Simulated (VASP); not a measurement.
CrGe2 (relaxed from the AlB2 structure, space group P6/mmm): computed properties

These are r2SCAN meta-GGA, VASP's PBE PAW potentials (set 64) (plane waves; VASP) values and carry that method's errors.

```
Item                                                                                      Value
----------------------------------  -----------------------------------------------------------
space group                                                                        P6/mmm (191)
cell                                a = b = 4.6202 Å, c = 2.7970 Å, α = β = 90.00°, γ = 120.00°
volume per atom                                                                   17.24 Å³/atom
band gap (over mesh and band path)                     none (metal, semimetal or under 0.01 eV)
cell moment                                                                             4.05 μB
density                                                                              6.33 g/cm³
```

```
CELL_PARAMETERS angstrom
      4.62021     0.00000     0.00000
     -2.31010     4.00122     0.00000
      0.00000     0.00000     2.79700
ATOMIC_POSITIONS crystal
  Cr 0.00000 0.00000 0.00000
  Ge 0.33333 0.66667 0.50000
  Ge 0.66667 0.33333 0.50000
```
Starting moments (μB, in the order of the record's atoms Cr Ge Ge): 3.9 0.0 0.0.

The moments were started parallel, and other spin orders were not tried in this run.

The structure was generated: CrGe2 was put into the AlB2 type (P6/mmm), which need not be its known phase. It was relaxed first, which changed the volume by -38 %. Symmetry was kept, so distortions that lower it aren't found.
